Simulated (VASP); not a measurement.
V (bcc) is relaxed at rising pressure, each step from the one before. Symmetry mostly holds the structure type, and other phases were not tried. The mesh follows the cell, and a change of mesh leaves a small step in the series.

Data:

```cif
data_V
_chemical_formula_sum 'V1'
_space_group_name_H-M_alt 'P 1'
_space_group_IT_number 1
_cell_length_a 2.59644
_cell_length_b 2.59644
_cell_length_c 2.59644
_cell_angle_alpha 109.471
_cell_angle_beta 109.471
_cell_angle_gamma 109.471
loop_
_space_group_symop_operation_xyz
  'x, y, z'
loop_
_atom_site_label
_atom_site_type_symbol
_atom_site_fract_x
_atom_site_fract_y
_atom_site_fract_z
_atom_site_occupancy
V1 V 0.00000 0.00000 0.00000 1
```

All values below come from PBE GGA, VASP's PBE PAW potentials (set 64) (plane waves; VASP). Numerical set-up: 500 eV cut-off, 17×17×17 Γ-centred mesh, first-order Methfessel-Paxton smearing of 0.10 eV, potentials V_sv.

```json
[
 {"P (GPa)": "0", "V (Å³/atom)": "13.47", "H − H(0) (eV/atom)": "0.000", "space group": "Im-3m", "gap on the mesh (eV)": "0.00", "k-mesh": "17×17×17"},
 {"P (GPa)": "5", "V (Å³/atom)": "13.13", "H − H(0) (eV/atom)": "0.415", "space group": "Im-3m", "gap on the mesh (eV)": "0.00", "k-mesh": "17×17×17"},
 {"P (GPa)": "10", "V (Å³/atom)": "12.82", "H − H(0) (eV/atom)": "0.820", "space group": "Im-3m", "gap on the mesh (eV)": "0.00", "k-mesh": "17×17×17"},
 {"P (GPa)": "20", "V (Å³/atom)": "[?]", "H − H(0) (eV/atom)": "[?]", "space group": "Im-3m", "gap on the mesh (eV)": "0.00", "k-mesh": "17×17×17"},
 {"P (GPa)": "30", "V (Å³/atom)": "11.84", "H − H(0) (eV/atom)": "2.353", "space group": "Im-3m", "gap on the mesh (eV)": "0.00", "k-mesh": "18×18×18"},
 {"P (GPa)": "45", "V (Å³/atom)": "[?]", "H − H(0) (eV/atom)": "[?]", "space group": "Im-3m", "gap on the mesh (eV)": "0.00", "k-mesh": "18×18×18"}
]
```

Problem. Complete the blanks.

Solution. 
- 20, V (Å³/atom): 12.29
- 20, H − H(0) (eV/atom): 1.604
- 45, V (Å³/atom): 11.29
- 45, H − H(0) (eV/atom): 3.435

Pressures at which the relaxation failed are left out.

The compound is V in the bcc structure. The run is not spin-polarised, so no magnetic state was tried.
